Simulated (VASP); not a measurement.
Given:

```
CELL_PARAMETERS angstrom
      2.98861     0.00000     0.00000
     -1.49430     2.58821     0.00000
      0.00000     0.00000     7.30344
ATOMIC_POSITIONS crystal
  Mg 0.33333 0.66667 0.66564
  Mg 0.66667 0.33333 0.33436
  Zn 0.00000 0.00000 0.00000
  O  0.33333 0.66667 0.17259
  O  0.66667 0.33333 0.82741
  O  0.00000 0.00000 0.50000
```

All values below come from r2SCAN meta-GGA, VASP's PBE PAW potentials (set 64) (plane waves; VASP 6.6.1). Run with 520 eV cut-off, 10×10×4 Γ-centred mesh, tetrahedra with Blöchl corrections, potentials Mg Zn O.

Q: Give the energies of bands 7 to 20 at the high-symmetry points, in eV from the valence-band maximum.

A: 
| band | Γ | M | K | A | L | H |
|---|---|---|---|---|---|---|
| 7 | -4.13 | -4.81 | -4.64 | -4.13 | -4.57 | -4.65 |
| 8 | -4.13 | -4.57 | -4.64 | -4.13 | -4.35 | -4.65 |
| 9 | -4.08 | -4.13 | -3.77 | -3.78 | -3.92 | -3.53 |
| 10 | -3.32 | -3.87 | -3.43 | -2.12 | -3.87 | -3.50 |
| 11 | -1.05 | -3.20 | -3.31 | -2.05 | -3.23 | -3.50 |
| 12 | -1.05 | -2.09 | -3.31 | -0.85 | -2.67 | -3.29 |
| 13 | -0.56 | -2.01 | -2.75 | -0.85 | -2.03 | -2.34 |
| 14 | -0.53 | -1.81 | -2.75 | -0.81 | -1.91 | -2.34 |
| 15 | -0.53 | -1.30 | -1.48 | -0.81 | -1.48 | -1.76 |
| 16 | -0.09 | -0.72 | -0.65 | 0.00 | -0.30 | -0.89 |
| 17 | -0.09 | -0.37 | -0.65 | 0.00 | -0.26 | -0.89 |
| 18 | 3.89 | 7.58 | 8.66 | 4.89 | 7.68 | 8.75 |
| 19 | 7.37 | 8.43 | 10.20 | 6.34 | 7.80 | 10.47 |
| 20 | 7.74 | 9.73 | 10.20 | 7.91 | 10.14 | 10.47 |

The gap is indirect, 3.89 eV, from the valence maximum at A to the conduction minimum at Γ.

The structure comes from a computed database's Mg2ZnO3 entry (P-3m1); how it stands against other phases isn't given here. It was relaxed first.
